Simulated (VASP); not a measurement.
Data:

```yaml
crystal:
  lattice:
    - [1.76228, -3.05237, 0.00000]
    - [1.76228, 3.05237, 0.00000]
    - [0.00000, 0.00000, 5.53025]
  atoms:
    - { symbol: Pt, position: [0.00000, 0.00000, 0.00000] }
    - { symbol: S, position: [0.33333, 0.66667, 0.22084] }
    - { symbol: S, position: [0.66667, 0.33333, 0.77916] }
```

These are SCAN meta-GGA, VASP's PBE PAW potentials (set 64) (plane waves; VASP) values and carry that method's errors. Run with 520 eV cut-off, 8×8×5 Γ-centred mesh, tetrahedra with Blöchl corrections, potentials Pt S.

Unless said otherwise, spin-orbit coupling is left out, though it shifts the bands of the heavy elements here.

Question: Estimate the energy per atom (σ→0), band gap (over mesh and band path) with the smallest direct gap where there is one.

Answer: 
```json
{
 "band gap (over mesh and band path)": "1.47 eV",
 "smallest direct gap (over mesh and band path)": "1.61 eV",
 "energy per atom (σ→0)": "-30.364 eV/atom"
}
```

Total energies compare only between runs with the same potentials, cut-off and functional.

The compound is PtS2 in the 1T layered structure. It was relaxed first, which changed the volume by +9 %.
